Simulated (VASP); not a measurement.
Data:

```
Hf3N4
1.0
   -3.33740     3.33740     3.33740
    3.33740    -3.33740     3.33740
    3.33740     3.33740    -3.33740
Hf N
6 8
Direct
  0.87500   0.25000   0.12500
  0.75000   0.37500   0.62500
  0.62500   0.75000   0.37500
  0.25000   0.12500   0.87500
  0.12500   0.87500   0.25000
  0.37500   0.62500   0.75000
  0.50000   0.00000   0.63366
  0.00000   0.13366   0.50000
  0.86634   0.86634   0.86634
  0.13366   0.50000   0.00000
  0.00000   0.63366   0.50000
  0.50000   0.00000   0.13366
  0.63366   0.50000   0.00000
  0.36634   0.36634   0.36634
```

Calculation: PBE GGA, VASP's PBE PAW potentials (set 64) (plane waves; VASP 6.6.1). Settings: LREAL = Auto, 400 eV cut-off, 6×6×6 Γ-centred mesh shifted by (0.5, 0.5, 0.5), Gaussian smearing of 0.020 eV, potentials Hf_pv N.

At this cut-off the stress carries a Pulay error, which pulls relaxed volumes low.

Task: Give the force on each atom (eV/Å).

Result: 
| atom | Fx | Fy | Fz |
|---|---|---|---|
| Hf1 | 0.000 | 0.000 | 0.000 |
| Hf2 | 0.000 | 0.000 | 0.000 |
| Hf3 | 0.000 | 0.000 | 0.000 |
| Hf4 | 0.000 | 0.000 | 0.000 |
| Hf5 | 0.000 | 0.000 | 0.000 |
| Hf6 | 0.000 | 0.000 | 0.000 |
| N7 | 0.062 | 0.062 | -0.062 |
| N8 | 0.062 | -0.062 | 0.062 |
| N9 | -0.062 | -0.062 | -0.062 |
| N10 | -0.062 | 0.062 | 0.062 |
| N11 | 0.062 | -0.062 | 0.062 |
| N12 | 0.062 | 0.062 | -0.062 |
| N13 | -0.062 | 0.062 | 0.062 |
| N14 | -0.062 | -0.062 | -0.062 |

Task: Give the stress tensor in GPa (positive for a compressed cell).

Result: 
```
0.72  0.00  0.00
0.00  0.72  0.00
0.00  0.00  0.72
```
The pressure is its mean diagonal, 0.72 GPa.

The structure comes from a computed database's Hf3N4 entry, a phase known from measurement. The cell was not relaxed at this level.
